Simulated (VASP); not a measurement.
Wanted: the native input for a VASP 6.6.1 run.

- Task: relaxation of cell and atoms
- Functional: PBE
- Potentials or basis: VASP PAW PBE potentials, release 64 (Be, Cd, Te)
- Cutoff: 520 eV
- k mesh: 4 × 4 × 4
- Occupations: gaussian, width 0.05 eV
- Spin: no spin polarisation
- Further INCAR settings: PREC = Normal; LREAL = Auto; ALGO = Fast; EDIFF = 1e-05; ISYM = 0; IBRION = 2; EDIFFG = -0.03; NSW = 110; ISIF = 3

The structure of Be3CdTe4 lies in POSCAR:

```
Be3CdTe4
1.0
   -3.0481436700      2.9175890100      5.9526996900
    2.8332703200     -2.8600967000      5.8151074400
    3.1690267400      2.9809797700     -5.9236560200
Be Cd Te
3 1 4
Direct
    0.2394407200      0.7624460200      0.5108657400
    0.7458188100      0.2043701800      0.4633764500
    0.9778606500      0.0189207000      0.9798183300
    0.5099910000      0.4851544600      0.9949518900
    0.6765244000      0.6353278200      0.5739249000
    0.0846725800      0.0871024600      0.4293717400
    0.3480933400      0.8764662600      0.9584356500
    0.8953302900      0.3575016400      0.9802717000
```

The cell was built by a generator and needn't be a form met in nature.

These files were run (other wordings do the same):

INCAR

```
ALGO = Fast ; EDIFF = 1E-5
EDIFFG = -0.03 ; ENCUT = 520
GGA = PE ; IBRION = 2
ISIF = 3 ; ISMEAR = 0
ISYM = 0 ; KPAR = 2
LASPH = T ; LCHARG = F
LREAL = Auto ; LWAVE = F
NELM = 80 ; NSW = 110
PREC = Normal ; SIGMA = 0.05
```

KPOINTS

```
k-points
0
Gamma
  4 4 4
```

Potentials or basis: VASP PAW PBE potentials, release 64 (Be, Cd, Te).

Launch:

```bash
$ cat potpaw_PBE.64/Be/POTCAR potpaw_PBE.64/Cd/POTCAR potpaw_PBE.64/Te/POTCAR > POTCAR
$ mpirun -np 2 vasp_std > vasp.out
```

Results of the run:

```
Relaxed volume                         : 25.68 Å³/atom
Relaxed cell                           : a = 7.200 Å, b = 7.201 Å, c = 7.204 Å, α = 131.43°, β = 131.44°, γ = 71.15°
Space group after relaxing (to 0.05 Å) : Cm (No. 8)
Energy gained by relaxing              : 86.1 meV/atom
Ionic steps                            : 16
Pressure after relaxing                : 0.0 GPa
Largest force after relaxing           : 0.021 eV/Å
Band gap on the k mesh                 : 2.04 eV, indirect (least direct gap 2.12 eV)
```

Caveat: spin-orbit coupling is left out, which moves the levels of the heavy elements.

It took 4.8 min on 2 MPI ranks on Intel(R) Xeon(R) 6975P-C (Granite Rapids) (shared host), peak memory 0.33 GiB a rank.
